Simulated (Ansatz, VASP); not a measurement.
# Two plane-wave programs on Sc3Te

Contents of INCAR:

```
ALGO = Normal
EDIFF = 1E-6
ENCUT = 520
GGA = PE
ISIF = 2
ISMEAR = 0
ISPIN = 2
LASPH = T
LCHARG = F
LMAXMIX = 4
LORBIT = 11
LREAL = F
LWAVE = F
MAGMOM = 1 1 1 0
NBANDS = 32
NELM = 150
PREC = Accurate
SIGMA = 0.1
```

KPOINTS

```
k-points
0
Gamma
  4 4 4
```

File POSCAR:

```
Sc3Te
1.0
    0.0000000000      3.5682048700      3.5682048700
    3.5682048700      0.0000000000      3.5682048700
    3.5682048700      3.5682048700      0.0000000000
Sc Te
3 1
Direct
    0.2500000000      0.2500000000      0.2500000000
    0.7500000000      0.7500000000      0.7500000000
    0.5000000000      0.5000000000      0.5000000000
    0.0000000000      0.0000000000      0.0000000000
```

Input for Ansatz:

```yaml
crystal:
  lattice:
    - [0.0, 3.56820487, 3.56820487]
    - [3.56820487, 0.0, 3.56820487]
    - [3.56820487, 3.56820487, 0.0]
  atoms:
    - { symbol: Sc, position: [0.25, 0.25, 0.25], spin: 1.0 }
    - { symbol: Sc, position: [0.75, 0.75, 0.75], spin: 1.0 }
    - { symbol: Sc, position: [0.5, 0.5, 0.5], spin: 1.0 }
    - { symbol: Te, position: [0.0, 0.0, 0.0] }
basis:
  ecutwfc: 420
kpoints:
  mp_grid: { grid: [4, 4, 4] }
hamiltonian:
  xc: pbe
scf:
  occupations: { method: gaussian, width: 0.1 }
  lower_state_search: "off"
output:
  forces: true
  stress: true
  eigenvalues: true
  populations: true
magnetization:
  spin_polarized: true
```

Alike in both runs: task single point; functional PBE; k mesh 4 × 4 × 4; occupations gaussian, width 0.1 eV; collinear spin.

```csv
,VASP,Ansatz
version,VASP 6.6.1,Ansatz 0.2.0
potentials or method,"VASP PAW PBE potentials, release 64 (Sc_sv, Te)","scalar-relativistic, plane waves, PAW"
plane-wave cutoff (eV),520,420
valence electrons in the cell,39,49
```

```tsv
	VASP	Ansatz	Ansatz less VASP
gap on the k mesh at the Fermi level (eV)	none	none	-
pressure (GPa)	0.1	0.0	-0.07
net moment per atom (μB)	0.17	0.17	+0.001
size of the moment on the site where the two differ most (μB)	0.06	0.07	+0.007
```

Site moments also hang on the region over which each program counts them. A gap of «none» marks a metal or a gap that the smearing closes. With one functional, cell and mesh, what is left measures potentials, basis and numerics. The two sets of potentials don't hold the same shells in valence.

Caveats: the k mesh is coarse (spacing up to 0.38 Å⁻¹), so the values aren't converged. The runs have no spin-orbit coupling, so splittings on Te are missing.
